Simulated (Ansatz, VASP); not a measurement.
**One calculation of ScIn3As2, two programs**

```xyz
6
Lattice="4.8920 0.0000 0.0000 0.0000 4.8920 0.0000 0.0000 0.0000 5.9433" Properties=species:S:1:pos:R:3 pbc="T T T"
Sc    0.0000    0.0000    0.0000
In    0.0000    2.4460    0.0000
In    2.4460    0.0000    0.0000
In    2.4460    2.4460    2.9717
As    2.4460    2.4460    1.1721
As    2.4460    2.4460    4.7712
```

Alike in both runs: task single point; functional PBE; k mesh 4 × 4 × 4; occupations gaussian, width 0.1 eV; no spin polarisation.

|  | VASP | Ansatz |
| --- | --- | --- |
| version | VASP 6.6.1 | Ansatz 0.2.0 |
| potentials or method | VASP PAW PBE potentials, release 64 (Sc_sv, In_d, As) | scalar-relativistic, plane waves, PAW |
| plane-wave cutoff (eV) | 520 | 420 |
| valence electrons in the cell | 60 | 80 |

```csv
,VASP,Ansatz,Ansatz less VASP
gap on the k mesh at the Fermi level (eV),none,none,-
rms of the force components (eV/Å),8.227,8.221,-0.0061
```

Atom by atom the forces differ by 0.006 eV/Å (rms over components). A gap of «none» marks a metal or a gap that the smearing closes. With one functional, cell and mesh, what is left measures potentials, basis and numerics. The two sets of potentials don't hold the same shells in valence.

Caveats: forces of over 1 eV/Å show positions far from the minimum, so gaps and moduli don't describe the material at rest.
